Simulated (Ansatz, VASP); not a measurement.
## Cross-check of Cu2Pd between VASP and Ansatz

Wanted: the spread between two codes on one cell, functional and k mesh. The cell is generated by rule, not measured, and may not be a known phase. The cell is taken from a series of runs on this material, whose earlier steps may have relaxed, scaled, displaced or heated it; both programs get it as it stands.

Method: plane waves, with VASP 6.6.1 beside it; relaxation of cell and atoms at PBEsol, in Ansatz 0.2.0.

The structure was built from a prototype and need not be the compound's stable phase.

## (1) The structure

Symmetry: P-3m1, No. 164, trigonal system. The conventional cell has a = 4.098 Å, b = 4.098 Å, c = 2.593 Å, α = 90.00°, β = 90.00°, γ = 120.00°. Cu has 5 Cu at 2.41 to 2.59 Å and 6 Pd at 2.59 to 2.82 Å nearest. Nearest to Pd lie 12 Cu at 2.59 to 2.82 Å and 2 Pd at 2.59 Å. Farther neighbours are not listed.

## (2) VASP: relaxation of cell and atoms, PBEsol, pair 1

The relaxed volume is the usual yardstick between codes: in a stiff, nearly cubic crystal its relative difference is about their pressure difference at one cell divided by the bulk modulus.

Lines of VASP's logs that name or quote its potential files are left out, and so is its time.

The input, INCAR:

```
SYSTEM = Cu2Pd
PREC = Accurate
ENCUT = 600
EDIFF = 1E-07
NELM = 120
ISMEAR = 1
SIGMA = 0.2
LREAL = .FALSE.
ALGO = Normal
GGA = PS
NBANDS = 22
LASPH = .TRUE.
LORBIT = 11
LWAVE = .FALSE.
LCHARG = .FALSE.
ISIF = 3
IBRION = 2
NSW = 80
EDIFFG = -0.005
GGA_COMPAT = .FALSE.
NELMIN = 4
KPAR = 2
```

The input, POSCAR:

```
Cu2Pd
1.0
    4.0980850000      0.0000000000      0.0000000000
   -2.0490430000      3.5490460000      0.0000000000
    0.0000000000      0.0000000000      2.5932030000
Cu Pd
2 1
Direct
    0.3333334616      0.6666667606      0.5916216355
    0.6666667824      0.3333332394      0.4083783645
    0.0000000000      0.0000000000      0.0000000000
```

The input, KPOINTS:

```
Automatic mesh
0
Gamma
12 12 16
0 0 0
```

The projector-augmented-wave data sets are Cu and Pd (PBE family, release 64).

Started as:

```sh
> mpirun -np 2 vasp_std
```

Numbers of over 12 decimals in the logs are rounded to 6 here.

The log of the run:

```text
[banner, memory and clock lines left out]
running    2 mpi-ranks, on    1 nodes
 distrk:  each k-point on    1 cores,    2 groups
 distr:  one band on    1 cores,    1 groups

 POSCAR found type information on POSCAR CuPd
 POSCAR found :  2 types and       3 ions
|                                                                             |
|               ----> ADVICE to this user running VASP <----                  |
|                                                                             |
|     You enforced a specific xc type in the INCAR file but a different       |
|     [... a line on the potential file left out ...]
|     I HOPE YOU KNOW WHAT YOU ARE DOING!                                     |
|                                                                             |

 LDA part: xc-table for (Slater+PW92), standard interpolation
 POSCAR, INCAR and KPOINTS ok, starting setup
 FFT: planning ... GRIDC
 FFT: planning ... GRID_SOFT
 FFT: planning ... GRID
 WAVECAR not read
 entering main loop
       N       E                     dE             d eps       ncg     rms          rms(c)
DAV:   1     0.235183206917E+03    0.23518E+03   -0.16172E+04 11900   0.254E+03
DAV:   2    -0.169262151285E+01   -0.23688E+03   -0.22087E+03 11298   0.388E+02
DAV:   3    -0.171476393936E+02   -0.15455E+02   -0.13977E+02 13036   0.128E+02
DAV:   4    -0.174787257429E+02   -0.33109E+00   -0.33058E+00 16134   0.178E+01
DAV:   5    -0.174852084153E+02   -0.64827E-02   -0.64823E-02 15576   0.205E+00    0.171E+01
DAV:   6    -0.183503553948E+02   -0.86515E+00   -0.32931E+01 12886   0.204E+02    0.133E+01
DAV:   7    -0.148282929315E+02    0.35221E+01   -0.95212E+00 15036   0.105E+02    0.308E+00
DAV:   8    -0.147300798109E+02    0.98213E-01   -0.69737E-01 13536   0.988E+00    0.178E+00
DAV:   9    -0.147175436961E+02    0.12536E-01   -0.41222E-02 13710   0.259E+00    0.658E-01
DAV:  10    -0.147136507850E+02    0.38929E-02   -0.16114E-02 15734   0.334E+00    0.116E-01
DAV:  11    -0.147136572531E+02   -0.64681E-05   -0.12708E-03 18144   0.645E-01    0.850E-02
DAV:  12    -0.147135634198E+02    0.93833E-04   -0.27488E-04 16066   0.716E-01    0.128E-02
DAV:  13    -0.147135662333E+02   -0.28135E-05   -0.19721E-05 12584   0.376E-02    0.343E-03
DAV:  14    -0.147135658151E+02    0.41824E-06   -0.91897E-07 16670   0.298E-02    0.124E-03
DAV:  15    -0.147135656805E+02    0.13453E-06   -0.50524E-08  7334   0.722E-03    0.653E-04
DAV:  16    -0.147135656944E+02   -0.13843E-07   -0.88007E-08  6636   0.437E-03
   1 F= -.14713566E+02 E0= -.14713127E+02  d E =-.147136E+02
 curvature:   0.00 expect dE= 0.000E+00 dE for cont linesearch  0.000E+00
 trial: gam= 0.00000 g(F)=  0.166E-05 g(S)=  0.415E-03 ort = 0.000E+00 (trialstep = 0.100E+01)
 search vector abs. value=  0.417E-03
 bond charge predicted
       N       E                     dE             d eps       ncg     rms          rms(c)
DAV:   1    -0.147254119121E+02   -0.11846E-01   -0.16268E-01 12672   0.880E+00    0.886E-01
DAV:   2    -0.147174937109E+02    0.79182E-02   -0.76116E-02 13024   0.867E+00    0.412E-01
DAV:   3    -0.147146558903E+02    0.28378E-02   -0.20063E-02 13272   0.616E+00    0.281E-01
DAV:   4    -0.147137226062E+02    0.93328E-03   -0.11784E-03 17238   0.159E+00    0.115E-01
DAV:   5    -0.147135519423E+02    0.17066E-03   -0.25933E-04 18426   0.524E-01    0.202E-02
DAV:   6    -0.147135487930E+02    0.31494E-05   -0.49946E-05 16882   0.124E-01    0.485E-03
DAV:   7    -0.147135491858E+02   -0.39281E-06   -0.13464E-06 17638   0.225E-02    0.171E-03
DAV:   8    -0.147135494180E+02   -0.23218E-06   -0.88102E-08  6648   0.384E-03    0.446E-04
DAV:   9    -0.147135494531E+02   -0.35170E-07   -0.25238E-08  6216   0.249E-03
   2 F= -.14713549E+02 E0= -.14713127E+02  d E =0.162412E-04
 trial-energy change:    0.000016  1 .order    0.000001   -0.000417    0.000418
 step:   0.4713(harm=  0.4993)  dis= 0.00009  next Energy=   -14.713662 (dE=-0.966E-04)
 bond charge predicted
       N       E                     dE             d eps       ncg     rms          rms(c)
DAV:   1    -0.147169887577E+02   -0.34393E-02   -0.45310E-02 12690   0.462E+00    0.473E-01
DAV:   2    -0.147148245245E+02    0.21642E-02   -0.21897E-02 13046   0.465E+00    0.225E-01
DAV:   3    -0.147139591521E+02    0.86537E-03   -0.58198E-03 13300   0.333E+00    0.148E-01
DAV:   4    -0.147137035316E+02    0.25562E-03   -0.33015E-04 17228   0.836E-01    0.598E-02
DAV:   5    -0.147136609623E+02    0.42569E-04   -0.76297E-05 18282   0.265E-01    0.118E-02
DAV:   6    -0.147136593109E+02    0.16514E-05   -0.14866E-05 16582   0.656E-02    0.242E-03
DAV:   7    -0.147136590708E+02    0.24004E-06   -0.36477E-07 12892   0.103E-02    0.969E-04
DAV:   8    -0.147136589137E+02    0.15714E-06   -0.62149E-08  6302   0.319E-03    0.246E-04
DAV:   9    -0.147136589056E+02    0.81436E-08   -0.13649E-08  6048   0.195E-03
   3 F= -.14713659E+02 E0= -.14713228E+02  d E =-.932112E-04
 curvature:  -0.25 expect dE=-0.143E-05 dE for cont linesearch -0.513E-07
 trial: gam=-0.00843 g(F)=  0.143E-05 g(S)=  0.433E-05 ort = 0.927E-05 (trialstep = 0.894E+00)
 search vector abs. value=  0.563E-05
 reached required accuracy - stopping structural energy minimisation
```

From OUTCAR (step 2):

```text
ion  position               nearest neighbor table
   1  0.333  0.667  0.592-   2 2.41   2 2.41   2 2.41   3 2.59   3 2.59   3 2.59   3 2.82   3 2.82
                             3 2.82
   2  0.667  0.333  0.408-   1 2.41   1 2.41   1 2.41   3 2.59   3 2.59   3 2.59   3 2.82   3 2.82
                             3 2.82
   3  0.000  0.000  0.000-   2 2.59   1 2.59   1 2.59   2 2.59   1 2.59   2 2.59   2 2.82   1 2.82
                             1 2.82   2 2.82   1 2.82   2 2.82

  LATTYP: Found a hexagonal cell.
 ALAT       =     4.0980850000
 C/A-ratio  =     0.6327840931

 Subroutine GETGRP returns: Found 12 space group operations
 (whereof 12 operations were pure point group operations)

The static configuration has the point symmetry D_3d.

 Found    255 irreducible k-points:

   k-points           NKPTS =    255   k-points in BZ     NKDIM =    255   number of bands    NBANDS=     22

   dimension x,y,z NGX =    36 NGY =   36 NGZ =   24
   dimension x,y,z NGXF=    72 NGYF=   72 NGZF=   48

   ENCUT  =  600.0 eV  44.10 Ry    6.64 a.u.   8.18  8.18  5.18*2*pi/ulx,y,z

   NELECT =      32.0000    total number of electrons

 k-points in reciprocal lattice and weights: Automatic mesh
   0.00000000  0.00000000  0.00000000       0.000
   0.08333333 -0.00000000  0.00000000       0.003
   0.16666667  0.00000000  0.00000000       0.003
   0.25000000  0.00000000  0.00000000       0.003
   0.33333333 -0.00000000  0.00000000       0.003
   0.41666667  0.00000000  0.00000000       0.003
   0.50000000  0.00000000  0.00000000       0.001
   0.08333333  0.08333333  0.00000000       0.003
   0.16666667  0.08333333  0.00000000       0.005
[...]
0.33333333  0.25000000  0.50000000       0.005
   0.33333333  0.33333333  0.50000000       0.001

 average (electrostatic) potential at core
       1 -62.2667       2 -62.2667       3 -71.7780

 E-fermi :   8.3824

 k-point     1 :       0.0000    0.0000    0.0000
  band No.  band energies     occupation
    ...
     12       6.3791      2.00000
     13       6.6389      2.00000
     14       6.6389      2.00000
     15       7.6188      2.00000
     16       7.6188      2.00000
     17      14.3028      0.00000
     18      14.3029      0.00000
     19      14.5545      0.00000
     20      15.0455      0.00000
     21      15.0456      0.00000
    ...

 k-point     2 :       0.0833   -0.0000    0.0000
  band No.  band energies     occupation
    ...
     12       6.3611      2.00000
     13       6.6386      2.00000
     14       6.6589      2.00000
     15       7.6036      2.00000
     16       7.6252      2.00000
     17      12.9931      0.00000
     18      13.3459      0.00000
     19      14.4982      0.00000
     20      16.0674      0.00000
     21      16.2231      0.00000
    ...

 k-point     3 :       0.1667    0.0000    0.0000
  band No.  band energies     occupation
    ...
     12       6.3428      2.00000
     13       6.6373      2.00000
     14       6.6910      2.00000
     15       7.5644      2.00000
     16       7.6434      2.00000
     17      11.3909     -0.00000
     18      12.1676     -0.00000
     19      14.5127      0.00000
     20      17.3811      0.00000
     21      17.4411      0.00000
    ...

  Total        0.0067608      0.0067608     -0.0133430     -0.0000000      0.0000000     -0.0000000
  in kB        0.2866010      0.2866010     -0.5656304     -0.0000000      0.0000000     -0.0000000
  external PRESSURE =       0.0025239 kB  Pullay stress =       0.0000000 kB

  energy-cutoff  :      600.00
  volume of cell :       37.79
      direct lattice vectors                 reciprocal lattice vectors
     4.101279658 -0.000000000 -0.000000000     0.243826338  0.140773225  0.000000000
    -2.050640330  3.551812656  0.000000000     0.000000000  0.281546381  0.000000000
     0.000000000  0.000000000  2.594543251     0.000000000 -0.000000000  0.385424294

 POSITION                                       TOTAL-FORCE (eV/Angst)
 -----------------------------------------------------------------------------------
     -0.00000      2.36788      1.53508        -0.000000      0.000000      0.003846
      2.05064      1.18394      1.05946         0.000000     -0.000000     -0.003846
      0.00000      0.00000      2.59454         0.000000      0.000000     -0.000000
 -----------------------------------------------------------------------------------
    total drift:                               -0.000128      0.000000      0.000000

  FREE ENERGIE OF THE ION-ELECTRON SYSTEM (eV)
  ---------------------------------------------------
  free  energy   TOTEN  =       -14.7136589056 eV

  energy  without entropy=      -14.7123659477  energy(sigma->0) =      -14.71322792

 reached required accuracy - stopping structural energy minimisation

 total charge
# of ion       s       p       d       tot
------------------------------------------
    1        0.440   0.373   9.188  10.001
    2        0.440   0.373   9.188  10.001
    3        0.511   0.510   8.570   9.591
--------------------------------------------------
tot          1.391   1.256  26.945  29.592

[... 3 further parts left out ...]
```

CONTCAR:

```
Cu2Pd
   1.00000000000000
     4.1012796582162645   -0.0000000004500729   -0.0000000000000000
    -2.0506403298876812    3.5518126560588756    0.0000000000000000
     0.0000000000000000    0.0000000000000000    2.5945432507836692
  Cu              Pd
     2     1
Direct
     0.3333334615999988    0.6666667606000019    0.5916580250443348
     0.6666667824000001    0.3333332393999981    0.4083419749556652
     0.0000000000000000    0.0000000000000000    1.0000000000000000
```

## (3) Ansatz: relaxation of cell and atoms, PBEsol, pair 1

Ansatz runs on its default PAW (the set named soft_2) files.

The same cell, functional, mesh and smearing now go to Ansatz, which takes its cutoff from its data sets.

The input, input.yaml:

```yaml
crystal:
  lattice:
    - [4.0980851676, 0.0, 0.0]
    - [-2.0490425838, 3.549045862, 0.0]
    - [0.0, 0.0, 2.5932032581]
  atoms:
    - { symbol: Cu, position: [0.3333333333, 0.6666666667, 0.5916217434] }
    - { symbol: Cu, position: [0.6666666667, 0.3333333333, 0.4083782566] }
    - { symbol: Pd, position: [0.0, 0.0, 0.0] }
kpoints:
  mp_grid: { grid: [12, 12, 16] }
hamiltonian:
  xc: pbesol
scf:
  occupations: { method: methfessel_paxton, width: 0.2 }
output:
  forces: true
  stress: true
  eigenvalues: true
relax:
  adjacent_minimum: "off"
  f_tol: 0.001
  max_steps: 60
  cell: { stress_tol: 0.01 }
```

Started as:

```sh
> ansatz run input.yaml --threads 8 --pin off --max-ram 14336MiB --backend cpu --events-out ev --progress --plain --runs-dir out
```

The log of the run:

```text
Engine: ansatz 0.2.0, x86_64-unknown-linux-gnu
Pseudopotentials: kind: paw
Pseudopotential: Cu, paw, valence charge 19, recommended cutoff 420 eV (normal), Cu.paw.azcp
Pseudopotential: Pd, paw, valence charge 18, recommended cutoff 420 eV (normal), Pd.paw.azcp
Functional definition: PBEsol
  exchange = pbesol_x
  correlation = pbesol_c
Crystal: 3 atoms, lattice volume = 37.716 Å³
Basis set: ecut = 420 eV, 717 PW (Γ), exchange–correlation on 60×60×36 points (8 copies of the dense FFT grid, shifted against one another)
Bands: 34, of which v1, the nominal top of the filled ones, is band 28 counted from 1 (27 counted from 0)
Symmetry: 12 space group operations
Space group: P-3m1 (ITA 164), of the structure as read, at distance tolerance 3.4e-5 Å
k-points: 255 of 2304
Non-local potential: Cu, projectors of the file, l = 0: 3, l = 1: 2, l = 2: 3, l = 3: 1
Non-local potential: Pd, projectors of the file, l = 0: 2, l = 1: 2, l = 2: 2, l = 3: 1
PAW form: soft (Blöchl's): semilocal exchange-correlation on the pseudo side does not see the compensation charge
PAW frozen core: Cu, regenerated for the run's functional, and the local potential with it (the file was generated under x = pbe(κ = 0.804, μ = 0.219515), c = pbe(β = 0.066725))
PAW frozen core: Pd, regenerated for the run's functional, and the local potential with it (the file was generated under x = pbe(κ = 0.804, μ = 0.219515), c = pbe(β = 0.066725))
PAW one-centre angular grid: Cu, 590 points (default); XC on 64 Gauss nodes
PAW one-centre angular grid: Pd, 590 points (default); XC on 64 Gauss nodes
Initial density: superposition of atomic densities (neutral atoms: chi_scale 0, normalization atom), corrected by the library's trained network
Initial wavefunctions: pseudopotential atomic-orbital guess
Functional: x = pbesol(κ = 0.804, μ = 0.123457), c = pbesol(β = 0.046)
SCF iter   1: F=—  HF=-20084.328688 eV  |F-HF|=—  |Δ(HF+E_count)|=         —  Δρ=1.68e-2  dr2=5.94e-2  ethr=1.77e-3  ⟨swp⟩=5.1  Hψ=32810  notcnv=0
preconditioner: auto → none  [metal: Δε(μ)=0.006 eV  Ē_g=10.068 eV  σ=0.200 eV  W_gap=0.03  n_scr=8 (ndim 8)  ℏωp=34.2 eV  f_vac=0.000  D(μ)=1.24/eV (n_scr^D=8)  sad-step TF]
SCF iter   2: F=—  HF=-20084.316094 eV  |F-HF|=—  |Δ(HF+E_count)|=   1.26e-2  S|Δr|=    0.00e0  Δρ=4.84e-3  dr2=8.63e-3  ethr=1.06e-4  ⟨swp⟩=2.4  Hψ=15316  notcnv=0
SCF iter   3: F=—  HF=-20084.314321 eV  |F-HF|=—  |Δ(HF+E_count)|=   1.77e-3  S|Δr|=    0.00e0  Δρ=1.15e-3  dr2=3.47e-4  ethr=1.54e-5  ⟨swp⟩=2.2  Hψ=12060  notcnv=0  defer=1
SCF iter   4: F=—  HF=-20084.314226 eV  |F-HF|=—  |Δ(HF+E_count)|=   9.47e-5  S|Δr|=    0.00e0  Δρ=2.38e-4  dr2=2.31e-5  ethr=6.20e-7  ⟨swp⟩=1.6  Hψ=10272  notcnv=0  defer=1
SCF iter   5: F=—  HF=-20084.314228 eV  |F-HF|=—  |Δ(HF+E_count)|=   2.12e-6  S|Δr|=    0.00e0  Δρ=3.40e-5  dr2=2.35e-7  ethr=4.12e-8  ⟨swp⟩=2.4  Hψ=11875  notcnv=0  defer=1
SCF iter   6: F=-20084.314228 eV  HF=-20084.314228 eV  |F-HF|=1.93e-9  |Δ(HF+E_count)|=   6.43e-8  S|Δr|=    0.00e0  Δρ=5.32e-6  dr2=5.08e-9  ethr=1.79e-10  ⟨swp⟩=7.0  Hψ=36196  notcnv=0
SCF 1 converged in 6 iterations: F = -20084.314228 eV  dr2 = 5.08e-9
  greatest PAW one-centre occupation: 1.000 electrons in one spin orbital (limit 2), on the Cu atom at site 1 (counted from 0), in its partial waves of l = 0
relax step   1: F+E_penalty+E_count = -20084.31422812 eV  Δ(F+E_penalty+E_count) = +0.000e0 eV  max|allowed force component| = 2.235e-4 eV/Å  Δτ_max = 0.0000 Å  P = +0.002 GPa  Ω = 37.716 Å³  (6 SCF iters, dr2 threshold 1.00e-7 eV, accepted)
Initial density: handed on by an earlier stage of this run
Initial wavefunctions: pseudopotential atomic-orbital guess (no wavefunctions were taken with the density)
iter 1 solved again at ethr=1.80e-8 eV; its pass at ethr=3.10e-3 eV (dr2=1.01e-5 eV) is discarded
SCF iter   1: F=—  HF=-20084.314224 eV  |F-HF|=—  |Δ(HF+E_count)|=         —  Δρ=5.51e-6  dr2=5.52e-9  ethr=1.80e-8  ⟨swp⟩=3.3  Hψ=54640  notcnv=0
preconditioner: auto → none  [metal: Δε(μ)=0.023 eV  Ē_g=10.131 eV  σ=0.200 eV  W_gap=0.10  n_scr=8 (ndim 8)  ℏωp=34.2 eV  f_vac=0.000  D(μ)=1.21/eV (n_scr^D=6)]
SCF iter   2: F=—  HF=-20084.314228 eV  |F-HF|=—  |Δ(HF+E_count)|=   4.16e-6  S|Δr|=    0.00e0  Δρ=2.01e-6  dr2=3.29e-10  ethr=9.86e-12  ⟨swp⟩=2.8  Hψ=16697  notcnv=0
SCF iter   3: F=—  HF=-20084.314228 eV  |F-HF|=—  |Δ(HF+E_count)|=  3.13e-10  S|Δr|=    0.00e0  Δρ=8.71e-7  dr2=8.33e-11  ethr=1.00e-12  ⟨swp⟩=2.4  Hψ=12729  notcnv=0
SCF iter   4: F=—  HF=-20084.314228 eV  |F-HF|=—  |Δ(HF+E_count)|=  8.00e-11  S|Δr|=    0.00e0  Δρ=1.41e-7  dr2=2.81e-12  ethr=1.00e-12  ⟨swp⟩=1.0  Hψ=8670  notcnv=0
SCF iter   5: F=-20084.314228 eV  HF=-20084.314228 eV  |F-HF|=3.64e-12  |Δ(HF+E_count)|=  3.64e-12  S|Δr|=    0.00e0  Δρ=1.53e-8  dr2=2.88e-14  ethr=1.00e-12  ⟨swp⟩=4.8  Hψ=32039  notcnv=0
SCF 2 converged in 5 iterations: F = -20084.314228 eV  dr2 = 2.88e-14
relax step   2: F+E_penalty+E_count = -20084.31422812 eV  Δ(F+E_penalty+E_count) = -2.514e-9 eV  max|allowed force component| = 2.171e-4 eV/Å  Δτ_max = 0.0000 Å  P = +0.002 GPa  Ω = 37.716 Å³  stress off target by 4.92e-3 GPa  SCF on the basis re-selected at this cell (its energy is not comparable with the rows above)  (5 SCF iters)
basis re-selected at this cell: Δ(F+E_penalty+E_count) = -2.514e-9 eV, ΔP = -0.000 GPa vs the last step (what re-selecting the basis moved, of the pressure what is left beyond the Pulay correction that the steps carried, after the strain that the cell walked since its last selection, with what the two solves' SCF thresholds leave and, on support functions, any second-order correction that the steps lacked; it is no m [...]
SCF converged after 5 iterations
Stability not checked: this state was not tested for a lower state beside it, because cold or Methfessel-Paxton smearing, or corrected tetrahedra, fill the levels in a way that the test cannot read (fill_not_monotonic; see scf.lower_state_search)
Free energy (F): -20084.314228 eV
Harris-Foulkes:  -20084.314228 eV  (|F-HF|=3.64e-12)
Internal energy: -20084.312870 eV  (E = F + TS)
E sigma→0 (E₀):  -20084.313889 eV
Entropy (-TS):   -0.001358 eV (-0.453 meV/atom)
Fermi energy:    18.081490 eV
--- Per-component energies (eV) ---
  E_band       = -824.114891
  E_kinetic    = 1115.936383
  E_local      = -9890.792862  (includes V_loc(G=0)·N_el)
  E_nonlocal   = 1005.690851
  E_hartree    = 4310.746158
  E_xc         = -346.136327
  E_vxc        = -442.491883  (∫ρ·V_xc dr)
  E_paw        = -6940.510104  (= ΣΔE_a)
  E_vpaw       = -1233.950354  (= ΣTr[D̂ρ^β])
  E_aug_tail   = 0.000671  (compensation charges beyond the density's cutoff)
  E_ewald      = -9339.962569
  E_core_change = 0.714928  (= ΣΔE_core)
  E_smearing   = -0.001358  (= −TS)
  E_closure    = -0.000000  (closes the sum)
  Σ components = -20084.314228   (vs F -20084.314228, Δ=0.00e0)
--- Forces (eV/Å), atoms counted from 1 ---
  atom   1  Cu     0.00000000     0.00000000     0.00021705
  atom   2  Cu     0.00000000    -0.00000000    -0.00021705
  atom   3  Pd    -0.00000000    -0.00000000     0.00000000
  max |Σ_I F_I| component: 1.16e-18 eV/Å
--- Stress (GPa, compression-positive) ---
        0.004918       0.000000       0.000000
        0.000000       0.004918       0.000000
        0.000000       0.000000      -0.004279
  P = ⅓ Tr σ = 0.0019 GPa (0.019 kbar)
--- Band table (eV; the first three rows and the last of 255) ---
  k-point 0: bands = [... 24 lower, 16.3523, 16.3523, 17.3189, 17.3189, 24.0167, 24.0167, 24.2298, 24.7369, ... 2 higher]
  k-point 1: bands = [... 24 lower, 16.3540, 16.3540, 17.2973, 17.2973, 24.1702, 24.1702, 24.2654, 24.7799, ... 2 higher]
  k-point 2: bands = [... 24 lower, 16.3966, 16.3966, 17.2470, 17.2470, 24.3745, 24.5828, 24.5828, 24.9290, ... 2 higher]
  k-point 254: bands = [... 24 lower, 17.0612, 17.0612, 18.0341, 19.9961, 20.9464, 20.9464, 23.3133, 23.3133, ... 2 higher]
--- Relaxed structure (1 steps of the walk, 1 accepted, 1 SCFs on fresh bases) ---
  F+E_penalty+E_count = -20084.31422812 eV   max|allowed force component| = 2.171e-4 eV/Å   (the final SCF, on the basis selected at the relaxed cell)
  cell:  # Å, volume = 37.7163 Å³
    - [4.098085, 0.0, 0.0]
    - [-2.049043, 3.549046, 0.0]
    - [0.0, 0.0, 2.5932032581]
  atoms:
    - { symbol: Cu, position: [0.333333, 0.666667, 0.5916217434] }
    - { symbol: Cu, position: [0.666667, 0.333333, 0.408378] }
    - { symbol: Pd, position: [0.0, 0.0, 0.0] }
```

(Continued in part 2 of 2.)

[Lines on the potential files, build, host, timing and source positions are cut from VASP's logs without a mark.]

[Logs are printed without paths, hosts, clocks, repeated set-up lines and the standing remarks that a program may print on its own settings, such as how far it seeks lower states.]

[Hosts, paths, dates, database ids (printed as entryN), source tags and the programs' standing remarks are cut or masked in the printed files.]
